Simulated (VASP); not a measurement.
Consider the following.

```
CuZn
1.0
    2.91807     0.00000     0.00000
    0.00000     2.91807     0.00000
    0.00000     0.00000     2.91807
Zn Cu
1 1
Direct
  0.50000   0.50000   0.50000
  0.00000   0.00000   0.00000
```

All values below come from r2SCAN meta-GGA, VASP's PBE PAW potentials (set 64) (plane waves; VASP). Numerical set-up: 400 eV cut-off, 14×14×14 Γ-centred mesh, tetrahedra with Blöchl corrections, potentials Zn Cu.

Estimate the energy per atom (σ→0), band gap (over mesh and band path) with the smallest direct gap where there is one.

```yaml
band gap (over mesh and band path): none (metal, semimetal or under 0.01 eV)
energy per atom (σ→0): -9.968 eV/atom
```

The compound is CuZn in the CsCl type structure. It was relaxed first. The electron count is odd and the run is not spin-polarised, which forces a metal.
